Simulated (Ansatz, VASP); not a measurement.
One calculation of SiPb, two programs

```
Pb Si
1.0
     2.87884    0.00000    0.00000
     0.00000    2.87884    0.00000
     0.00000    0.00000    2.87884
Pb Si
1 1
Cartesian
  0.0000 0.0000 0.0000
  1.4394 1.4394 1.4394
```

Change from the starting cell: volume scaled by 0.52, PAW files.

Alike in both runs: task single point; functional PBEsol; k mesh 11 × 11 × 11; occupations fermi-dirac, width 0.08 eV; no spin polarisation.

|  | VASP | Ansatz |
| --- | --- | --- |
| version | VASP 6.6.1 | Ansatz 0.2.0 |
| potentials or method | VASP PAW PBE potentials, release 64 (Pb_d, Si) | PAW with Ansatz's default frozen-core files, scalar-relativistic |
| plane-wave cutoff (eV) | 520 | 420 |
| valence electrons in the cell | 18 | 18 |

Ansatz gave:

```
pressure (GPa) : 181.0
```

Problem. What did VASP give for the same quantities?

Solution. Pressure (GPa): 181.1.

The functional is the same, so the differences come from potentials, cutoffs and numerics.

Caveats: the cell as given lies far from equilibrium; so large a pressure means that the cell lies far from this level's equilibrium, or that cutoff or potentials fall short (VASP); the potentials were made for another functional, which shifts forces and pressure (VASP). The runs have no spin-orbit coupling, so splittings on Pb are missing.
